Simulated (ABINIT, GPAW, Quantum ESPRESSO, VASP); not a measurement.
**Code comparison for TlF (P1, 4 atoms in the cell)**

Self-consistent single point, at a second geometry (atoms moved at random). First geometry:

```xyz
4
Lattice="3.6889 0.0000 0.0000 0.0000 3.6889 0.0000 0.0000 0.0000 6.2236" Properties=species:S:1:pos:R:3 pbc="T T T"
Tl     0.0000     1.8445     4.6314
Tl     1.8445     0.0000     1.5922
F      1.8445     0.0000     5.3786
F      0.0000     1.8445     0.8450
```

Second geometry:
```
TlF
1.0
    3.68893     0.00000     0.00000
    0.00000     3.68893     0.00000
    0.00000     0.00000     6.22358
Tl F
2 2
Direct
  0.00079   0.48546   0.73890
  0.49207   0.01275   0.25530
  0.49099   0.00202   0.86416
  0.01616   0.49977   0.14164
```

Shared settings, as Quantum ESPRESSO writes them: occupations = fixed; K_POINTS = automatic 5 5 3 0 0 0. Potentials and cutoffs stand in the table.

| code | model | ΔF from the first geometry (meV/atom) | pressure (GPa) | largest force (eV/Å) | gap on the mesh (eV) | cutoff |
|---|---|---|---|---|---|---|
| VASP | LDA (PZ), VASP's LDA PAW potentials (set 64) | 4.3 | -7.88 | 0.469 | 2.930 | 400 eV |
| ABINIT | LDA (PW92), norm-conserving pseudopotentials (PseudoDojo nc-sr-04 LDA standard) | 4.4 | -3.55 | 0.492 | 2.961 | 42 Ha |
| Quantum ESPRESSO | LDA (PZ), GBRV 1.5 ultrasoft (LDA) pseudopotentials | 4.5 | -4.83 | 0.488 | 2.957 | 40 Ry |
| GPAW | LDA (Perdew-Wang 92), GPAW PAW datasets LDA (gpaw-data 1.0.1) | 4.7 | – | 0.503 | 2.903 | 950 eV |

Size of the force on each atom (eV/Å): Sizes of forces hide their directions.

```
code                Tl1    Tl2     F3     F4
----------------  -----  -----  -----  -----
VASP              0.469  0.292  0.061  0.132
ABINIT            0.492  0.317  0.075  0.119
Quantum ESPRESSO  0.488  0.313  0.061  0.133
GPAW              0.503  0.338  0.040  0.151
```

A dash marks a value that a program does not give, or that is left out as unsure.

Gaps are read on the mesh.

On VASP's run: spin-orbit coupling is off.

The spread over the programs that give each value: ΔF from the first geometry within 0.4 meV/atom; pressure within 4.33 GPa; largest force within 0.034 eV/Å; gap on the mesh within 0.058 eV.

The pressure of GPAW is left out: its cutoff lies under the one at which its stress was checked. The same LDA comes in different parametrisations, which differ slightly.

VASP's run is marked for a possible Pulay error in its stress at this cutoff; no cutoff test was made.

VASP ran the fixed occupations as a Gaussian smearing of 0.01 eV.

The starting cell comes from a database of computed structures (which also holds hypothetical and non-ambient phases and stackings), without a prior relaxation at this level. For this run, on top of that: atoms moved at random.

Left out of this page: Ansatz, Elk, FLEUR and SIESTA (not drawn, or without a comparable value); CP2K (unsound by tests on forces, stress, charge or solver warnings).
